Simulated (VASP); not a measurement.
# NaTl in VASP: further runs

One crystal, NaTl, is run at these levels: PBEsol; tasks: single point.

Program: VASP 6.6.1. These are calculated values, not measurements. Logs are shortened: lines on timing, memory, paths and dates and some standing lists are left out, and cuts for length are marked.

## Step 1: Starting point

The cell holds a amorphous, 4 atoms: a = 4.534 Å, b = 5.226 Å, c = 4.769 Å, α = 97.65°, β = 76.56°, γ = 92.42°.

The cell was built by a generator and needn't be a form met in nature.

## Step 2: Single point, PBEsol

Contents of INCAR:

```
PREC = Accurate ; ENCUT = 520
EDIFF = 1E-7 ; ISMEAR = -1
SIGMA = 0.1 ; LREAL = False
LASPH = True ; NELM = 80
ALGO = Normal ; ISIF = 2
LWAVE = False ; LCHARG = True
GGA = PS ; LELF = True
LVHAR = True ; NBANDS = 28
```

Contents of KPOINTS:

```
regular mesh
0
Gamma
  3 3 3
```

Contents of POSCAR:

```
NaTl
1.0
    4.3850360000     -0.3457390000      1.0992180000
    0.1586790000      5.2227860000      0.0988400000
   -0.0920310000     -0.7215260000      4.7136580000
Tl Na
2 2
Direct
    0.2033434670      0.8193532057      0.5586114500
    0.7166465673      0.4724210548      0.4429409381
    0.5853527216      0.9887646127      0.0292611933
    0.1414102296      0.3590028432      0.8584624700
```

Potentials or basis: VASP PAW PBE potentials, release 64 (Tl_d, Na_pv).

The run is started by

```bash
cat potpaw_PBE.64/Tl_d/POTCAR potpaw_PBE.64/Na_pv/POTCAR > POTCAR
mpirun -np 1 vasp_std > vasp.out
```

OUTCAR:

```text
PREC = Accurate
   ENCUT = 520
   EDIFF = 1E-7
   ISMEAR = -1
   LREAL = False
   LASPH = True
   NELM = 80
   ISIF = 2
   GGA = PS

 ion  position               nearest neighbor table
   1  0.203  0.819  0.559-   2 2.90   2 2.92   4 2.93   3 2.93   4 2.98   3 3.16   3 3.23   2 4.07

   2  0.717  0.472  0.443-   1 2.90   1 2.92   4 2.98   4 3.00   3 3.12   4 3.19   1 4.07
   3  0.585  0.989  0.029-   1 2.93   2 3.12   1 3.16   1 3.23
   4  0.141  0.359  0.858-   1 2.93   2 2.98   1 2.98   2 3.00   2 3.19

  LATTYP: Found a triclinic cell.
 ALAT       =     4.5339118197
 B/A-ratio  =     1.8719592638
 C/A-ratio  =     1.2718023681
 COS(alpha) =     0.0025446677
 COS(beta)  =     0.5939925923
 COS(gamma) =     0.6388230460

  Lattice vectors:

 A1 = (  -4.3850360000,   0.3457390000,  -1.0992180000)
 A2 = (  -4.4516840000,  -4.1555210000,  -5.9117160000)
 A3 = (  -4.4770670000,  -0.3757870000,   3.6144400000)

Analysis of symmetry for initial positions (statically):
=====================================================================
 Subroutine PRICEL returns:
 Original cell was already a primitive cell.

 Routine SETGRP: Setting up the symmetry group for a
 triclinic supercell.

 Subroutine GETGRP returns: Found  1 space group operations
 (whereof  1 operations were pure point group operations)
 out of a pool of  2 trial point group operations.

The static configuration has the point symmetry C_1 .

Analysis of symmetry for dynamics (positions and initial velocities):
=====================================================================
 Subroutine PRICEL returns:
 Original cell was already a primitive cell.

 Routine SETGRP: Setting up the symmetry group for a
 triclinic supercell.

 Subroutine GETGRP returns: Found  1 space group operations
 (whereof  1 operations were pure point group operations)
 out of a pool of  2 trial point group operations.

The dynamic configuration has the point symmetry C_1 .

 Subroutine INISYM returns: Found  1 space group operations
 (whereof  1 operations are pure point group operations),
 and found     1 'primitive' translations

----------------------------------------------------------------------------------------

                                     Primitive cell

  volume of cell :     108.9297

  direct lattice vectors                    reciprocal lattice vectors
     4.385036000 -0.345739000  1.099218000     0.226657685 -0.006949943  0.003361502
     0.158679000  5.222786000  0.098840000     0.007680012  0.190680149  0.029337615
    -0.092031000 -0.721526000  4.713658000    -0.053017275 -0.002377628  0.210750387

  length of vectors
     4.533911820  5.226130688  4.769448733     0.226789126  0.193076662  0.217329727

  position of ions in fractional coordinates (direct lattice)
     0.203343467  0.819353206  0.558611450
     0.716646567  0.472421055  0.442940938
     0.585352722  0.988764613  0.029261193
     0.141410230  0.359002843  0.858462470

  ion indices of the primitive-cell ions
   primitive index   ion index
                 1           1
                 2           2
                 3           3
                 4           4

----------------------------------------------------------------------------------------

 KPOINTS: regular mesh

Automatic generation of k-mesh.
 Grid dimensions read from file:
 generate k-points for:    3    3    3

 Generating k-lattice:

  Cartesian coordinates                     Fractional coordinates (reciprocal lattice)
     0.075552562 -0.002316648  0.001120501     0.333333333  0.000000000 -0.000000000
     0.002560004  0.063560050  0.009779205     0.000000000  0.333333333  0.000000000
    -0.017672425 -0.000792543  0.070250129     0.000000000  0.000000000  0.333333333

  Length of vectors
     0.075596375  0.064358887  0.072443242

  Shift w.r.t. Gamma in fractional coordinates (k-lattice)
     0.000000000  0.000000000  0.000000000

 Subroutine IBZKPT returns following result:
 ===========================================

 Found     14 irreducible k-points:

 Following reciprocal coordinates:
            Coordinates               Weight
  0.000000  0.000000  0.000000      1.000000
  0.333333  0.000000  0.000000      2.000000
  0.000000  0.333333  0.000000      2.000000
  0.333333  0.333333  0.000000      2.000000
 -0.333333  0.333333  0.000000      2.000000
 -0.000000 -0.000000  0.333333      2.000000
  0.333333 -0.000000  0.333333      2.000000
 -0.333333  0.000000  0.333333      2.000000
 -0.000000  0.333333  0.333333      2.000000
  0.333333  0.333333  0.333333      2.000000
 -0.333333  0.333333  0.333333      2.000000
 -0.000000 -0.333333  0.333333      2.000000
  0.333333 -0.333333  0.333333      2.000000
 -0.333333 -0.333333  0.333333      2.000000
   k-points           NKPTS =     14   k-points in BZ     NKDIM =     14   number of bands    NBANDS=     28
   number of dos      NEDOS =    301   number of ions     NIONS =      4
   total plane-waves  NPLWV =  51840
   dimension x,y,z NGX =    36 NGY =   40 NGZ =   36
   dimension x,y,z NGXF=    72 NGYF=   80 NGZF=   72
   ions per type =               2   2
   NGX,Y,Z   is equivalent  to a cutoff of  13.20, 12.72, 12.55 a.u.
   NGXF,Y,Z  is equivalent  to a cutoff of  26.40, 25.45, 25.10 a.u.
 SYSTEM =  unknown system
   PREC   = accura    normal or accurate (medium, high low for compatibility)
   ISTART =      0    job   : 0-new  1-cont  2-samecut
   ICHARG =      2    charge: 1-file 2-atom 10-const
   ISPIN  =      1    spin polarized calculation?
   LNONCOLLINEAR =      F non collinear calculations
   LSORBIT =      F    spin-orbit coupling
   LASPH  =      T    aspherical Exc in radial PAW
   ENCUT  =  520.0 eV  38.22 Ry    6.18 a.u.   8.43  9.72  8.87*2*pi/ulx,y,z
   NELM   =     80;   NELMIN=  2; NELMDL= -5     # of ELM steps
   EDIFF  = 0.1E-06   stopping-criterion for ELM
   LREAL  =      F    real-space projection
   EDIFFG = 0.1E-05   stopping-criterion for IOM
   NSW    =      0    number of steps for IOM
   IBRION =     -1    ionic relax: 0-MD 1-quasi-New 2-CG
   NFREE  =      0    steps in history (QN), initial steepest desc. (CG)
   ISIF   =      2    stress and relaxation
   ISYM   =      2    0-nonsym 1-usesym 2-fastsym
   POTIM  = 0.5000    time-step for ionic-motion
   TEBEG  =    0.0;   TEEND  =   0.0 temperature during run
   PSTRESS=    0.0 pullay stress
   NELECT =      40.0000    total number of electrons
   NUPDOWN=      -1.0000    fix difference up-down
   EMIN   =  10.00;   EMAX   =-10.00  energy-range for DOS
   EFERMI =   0.00;   METHOD = LEGACY
   ISMEAR =    -1;   SIGMA  =   0.10  broadening in eV -4-tet -1-fermi 0-gaus
   EFERMI_NEDOS =   21; number of points for ismear=-14 and -15
   IALGO  =     38    algorithm
   IMIX   =      4    mixing-type and parameters
     AMIX     =   0.40;   BMIX     =  1.00
     AMIX_MAG =   1.60;   BMIX_MAG =  1.00
  volume/ion in A,a.u.               =      27.23       183.77
  Fermi-wavevector in a.u.,A,eV,Ry     =   1.172320  2.215363 18.698947  1.374334
  Thomas-Fermi vector in A             =   2.308750
   LORBIT       =      0    0 simple, 1 ext, 2 COOP (PROOUT), +10 PAW based schemes
   GGA     = PS    functional components
   LHFCALC =     F    Hartree Fock is set to
   AEXX    =    0.0000 exact exchange contribution
   IVDW    =     0    specifies the selected vdW correction
   LEPSILON=     F    determine dielectric tensor
   LRPA    =     F    only Hartree local field effects (RPA)
 non-spin polarized calculation
  energy-cutoff  :      520.00
  volume of cell :      108.93
 maximum number of plane-waves:      2947
 NGX is ok and might be reduce to    36
   NGX = 17   NGY = 19   NGZ = 17

 number of electron      40.0000014 magnetization

 Free energy of the ion-electron system (eV)
  ---------------------------------------------------
  ext. energy  EPLUGINS =         0.00000000
  ---------------------------------------------------
  free energy    TOTEN  =        -7.47301516 eV

  energy without entropy =       -7.39091290  energy(sigma->0) =       -7.43196403

 E-fermi :   3.9818     XC(G=0):  -8.9487

 val. band max:        3.9588582511   @ k =   0.3333  -0.0000   0.3333
 cond. band min:       3.9881808741   @ k =  -0.3333   0.0000   0.3333
 fundamental gap:      0.0293226230
 Fermi energy:         3.9817611682

 k-point     1 :       0.0000    0.0000    0.0000
  band No.  band energies     occupation
      1     -20.5136      2.00000
      2     -20.4970      2.00000
      3     -20.4730      2.00000
      4     -20.4445      2.00000
      5     -20.4326      2.00000
      6     -20.4140      2.00000
[... 20 lines left out ...]
     27      10.1619      0.00000
     28      10.8194      0.00000

 k-point     2 :       0.3333    0.0000    0.0000
  band No.  band energies     occupation
      1     -20.5146      2.00000
      2     -20.5008      2.00000
      3     -20.4718      2.00000
      4     -20.4428      2.00000
      5     -20.4353      2.00000
      6     -20.4143      2.00000
[... 20 lines left out ...]
     27      11.0885      0.00000
     28      11.6141      0.00000

 k-point     3 :       0.0000    0.3333    0.0000
  band No.  band energies     occupation
      1     -20.5117      2.00000
      2     -20.4959      2.00000
      3     -20.4719      2.00000
      4     -20.4479      2.00000
      5     -20.4340      2.00000
      6     -20.4145      2.00000
[... 20 lines left out ...]
     27       9.5849      0.00000
     28      10.4393      0.00000

 k-point     4 :       0.3333    0.3333    0.0000
  band No.  band energies     occupation
      1     -20.5152      2.00000
      2     -20.5035      2.00000
      3     -20.4724      2.00000
      4     -20.4424      2.00000
      5     -20.4332      2.00000
      6     -20.4140      2.00000
[... 268 lines left out ...]
     27      10.7206      0.00000
     28      11.4315      0.00000

 k-point    13 :       0.3333   -0.3333    0.3333
  band No.  band energies     occupation
      1     -20.5168      2.00000
      2     -20.5023      2.00000
      3     -20.4735      2.00000
      4     -20.4407      2.00000
      5     -20.4336      2.00000
      6     -20.4138      2.00000
[... 20 lines left out ...]
     27      11.3222      0.00000
     28      12.4581      0.00000

 k-point    14 :      -0.3333   -0.3333    0.3333
  band No.  band energies     occupation
      1     -20.5157      2.00000
      2     -20.5036      2.00000
      3     -20.4728      2.00000
      4     -20.4426      2.00000
      5     -20.4334      2.00000
      6     -20.4142      2.00000
[... 20 lines left out ...]
     27      11.3538      0.00000
     28      12.3554      0.00000

------------------------ aborting loop because EDIFF is reached ----------------------------------------

  FORCE on cell =-STRESS in cart. coord.  units (eV):
  Direction    XX          YY          ZZ          XY          YZ          ZX
  --------------------------------------------------------------------------------------
  -------------------------------------------------------------------------------------
  Total        2.5686180      4.5781275      0.7665600      0.2507527      0.0714038     -1.3879861
  in kB       37.7801778     67.3367814     11.2748463      3.6881625      1.0502328    -20.4150095
  external PRESSURE =      38.7972685 kB  Pullay stress =       0.0000000 kB

 VOLUME and BASIS-vectors are now :
 -----------------------------------------------------------------------------
  energy-cutoff  :      520.00
  volume of cell :      108.93
      direct lattice vectors                 reciprocal lattice vectors
     4.385036000 -0.345739000  1.099218000     0.226657685 -0.006949943  0.003361502
     0.158679000  5.222786000  0.098840000     0.007680012  0.190680149  0.029337615
    -0.092031000 -0.721526000  4.713658000    -0.053017275 -0.002377628  0.210750387

 POSITION                                       TOTAL-FORCE (eV/Angst)
 -----------------------------------------------------------------------------------
      0.97027      3.80595      2.93761        -0.383207      1.035514      0.273579
      3.17672      1.89999      2.92232         0.208898     -0.842242     -0.528547
      2.72100      4.94061      0.87909         0.234118     -0.158570     -0.103431
      0.59805      1.20670      4.23742        -0.059810     -0.034702      0.358399
 -----------------------------------------------------------------------------------
    total drift:                               -0.000922     -0.000081     -0.000148

  FREE ENERGIE OF THE ION-ELECTRON SYSTEM (eV)
  ---------------------------------------------------
  free  energy   TOTEN  =        -7.4730151596 eV

  energy  without entropy=       -7.3909128984  energy(sigma->0) =       -7.43196403
```

Wall time 17 s (1 thread of Intel Xeon 6975P-C (Granite Rapids), shared host); peak memory 0.22 GiB.

Results:

```
Free energy            : -7.4730 eV
Pressure               : 3.9 GPa
Largest force          : 1.138 eV/Å
Band gap on the k mesh : none (metal or under the smearing width)
```

Forces in eV/Å, atoms in the order of the input:
```
Tl  -0.383  1.036  0.274
Tl   0.209 -0.842 -0.529
Na   0.234 -0.159 -0.103
Na  -0.060 -0.035  0.358
```

Levels at points of the mesh, in eV from the Fermi level:
```
           k point  band 18  band 19  band 20  band 21  band 22  band 23
(0.00, 0.00, 0.00)    -3.98    -0.96     0.14     0.32     1.93     3.04
```

Caveat: the k mesh is coarse (spacing up to 0.47 Å⁻¹), so the values aren't converged; the PAW data sets were made with another functional, which shifts forces and pressure a little. The run has no spin-orbit coupling, so splittings on Tl are missing.

## Step 3: Single point, PBEsol

Contents of INCAR:

```
SYSTEM = NaTl
ALGO     = Normal         ! electronic algorithm
EDIFF    = 1E-7           ! SCF threshold, eV
ENCUT    = 520            ! plane-wave cutoff, eV
GGA      = PS             ! functional
ISIF     = 2              ! what is computed and relaxed
ISMEAR   = -1             ! smearing method
LASPH    = .TRUE.         ! aspherical terms in the spheres
LCHARG   = .FALSE.        ! write CHGCAR
LREAL    = .FALSE.        ! projectors in reciprocal space
LWAVE    = .FALSE.        ! write WAVECAR
NBANDS   = 28             ! bands
NELM     = 80             ! most SCF steps
PREC     = Accurate       ! precision mode
SIGMA    = 0.1            ! smearing width, eV
```

Contents of KPOINTS:

```
k-points
0
G
  3 3 3
  0 0 0
```

Contents of POSCAR:

```
NaTl
1.0
    4.3850360000     -0.3457390000      1.0992180000
    0.1586790000      5.2227860000      0.0988400000
   -0.0920310000     -0.7215260000      4.7136580000
Tl Na
2 2
Direct
    0.2050726794      0.8201139333      0.5575723479
    0.7156896791      0.4711077387      0.4435017843
    0.5807893250      0.9922027638      0.0371922610
    0.1391093029      0.3604781638      0.8547838831
```

Potentials or basis: VASP PAW PBE potentials, release 64 (Tl_d, Na_pv).

The run is started by

```bash
cat potpaw_PBE.64/Tl_d/POTCAR potpaw_PBE.64/Na_pv/POTCAR > POTCAR
mpirun -np 1 vasp_std > vasp.out
```

OUTCAR:

```text
SYSTEM = NaTl
   EDIFF = 1E-7
   ENCUT = 520
   GGA = PS
   ISIF = 2
   ISMEAR = -1
   LASPH = .TRUE.
   LREAL = .FALSE.
   NELM = 80
   PREC = Accurate

 ion  position               nearest neighbor table
   1  0.205  0.820  0.558-   3 2.89   2 2.91   2 2.92   4 2.92   4 2.98   3 3.17   3 3.27   2 4.06

   2  0.716  0.471  0.444-   1 2.91   1 2.92   4 2.97   4 3.01   3 3.09   4 3.16   1 4.06
   3  0.581  0.992  0.037-   1 2.89   2 3.09   1 3.17   1 3.27
   4  0.139  0.360  0.855-   1 2.92   2 2.97   1 2.98   2 3.01   2 3.16

  LATTYP: Found a triclinic cell.
[... 626 lines left out ...]
  --------------------------------------------------------------------------------------
  -------------------------------------------------------------------------------------
  Total        2.4892183      4.6785223      0.8342670      0.3146861     -0.0467757     -1.4388887
  in kB       36.6123376     68.8134248     12.2707055      4.6285184     -0.6879938    -21.1637031
  external PRESSURE =      39.2321560 kB  Pullay stress =       0.0000000 kB

 VOLUME and BASIS-vectors are now :
 -----------------------------------------------------------------------------
  energy-cutoff  :      520.00
  volume of cell :      108.93
      direct lattice vectors                 reciprocal lattice vectors
     4.385036000 -0.345739000  1.099218000     0.226657685 -0.006949943  0.003361502
     0.158679000  5.222786000  0.098840000     0.007680012  0.190680149  0.029337615
    -0.092031000 -0.721526000  4.713658000    -0.053017275 -0.002377628  0.210750387

 POSITION                                       TOTAL-FORCE (eV/Angst)
 -----------------------------------------------------------------------------------
      0.97807      3.81008      2.93468        -0.459992      1.010481      0.312135
      3.17226      1.89305      2.92378         0.260821     -0.788456     -0.500031
      2.70080      4.95443      0.91180         0.279302     -0.158349     -0.199717
      0.58853      1.21786      4.21770        -0.080132     -0.063676      0.387614
 -----------------------------------------------------------------------------------
    total drift:                               -0.000027     -0.000463      0.000158

  FREE ENERGIE OF THE ION-ELECTRON SYSTEM (eV)
  ---------------------------------------------------
  free  energy   TOTEN  =        -7.4573823207 eV

  energy  without entropy=       -7.3753095855  energy(sigma->0) =       -7.41634595
```

OSZICAR:

```text
N       E                     dE             d eps       ncg     rms          rms(c)
DAV:   1     0.321363642486E+03    0.32136E+03   -0.20947E+04   784   0.151E+03
DAV:   2     0.103715953697E+02   -0.31099E+03   -0.30278E+03   792   0.401E+02
DAV:   3    -0.726093714887E+01   -0.17633E+02   -0.17431E+02   872   0.983E+01
DAV:   4    -0.760161795080E+01   -0.34068E+00   -0.34015E+00   880   0.136E+01
DAV:   5    -0.761139706506E+01   -0.97791E-02   -0.97789E-02   984   0.227E+00    0.303E+00
DAV:   6    -0.748962570212E+01    0.12177E+00   -0.20001E-01   884   0.307E+00    0.198E+00
DAV:   7    -0.745937835638E+01    0.30247E-01   -0.75334E-02   936   0.205E+00    0.901E-01
DAV:   8    -0.745741764629E+01    0.19607E-02   -0.92646E-03   876   0.654E-01    0.624E-02
DAV:   9    -0.745737674428E+01    0.40902E-04   -0.70937E-04   840   0.174E-01    0.427E-02
DAV:  10    -0.745738286827E+01   -0.61240E-05   -0.50857E-05   892   0.659E-02    0.144E-02
DAV:  11    -0.745738250133E+01    0.36694E-06   -0.67484E-06   904   0.197E-02    0.581E-03
DAV:  12    -0.745738234235E+01    0.15898E-06   -0.58412E-07   876   0.567E-03    0.109E-03
DAV:  13    -0.745738232071E+01    0.21646E-07   -0.60132E-08   468   0.281E-03
   1 F= -.74573823E+01 E0= -.74163460E+01  d E =-.820727E-01
```

Wall time 17 s (1 thread of Intel Xeon 6975P-C (Granite Rapids), shared host); peak memory 0.22 GiB.

What came out:

* Free energy: -7.4574 eV
* Pressure: 3.9 GPa
* Largest force: 1.153 eV/Å
* Band gap on the k mesh: none (metal or under the smearing width)

Forces on the atoms (eV/Å):
```
Tl  -0.460  1.010  0.312
Tl   0.261 -0.788 -0.500
Na   0.279 -0.158 -0.200
Na  -0.080 -0.064  0.388
```

Levels at points of the mesh, in eV from the Fermi level:
```csv
k point,band 17,band 18,band 19,band 20,band 21,band 22,band 23,band 24
"(0.00, 0.00, 0.00)",-8.93,-3.99,-0.97,0.15,0.32,1.93,3.05,3.99
```

Caveat: the k mesh is coarse (spacing up to 0.47 Å⁻¹), so the values aren't converged; the PAW data sets were made with another functional, which shifts forces and pressure a little.
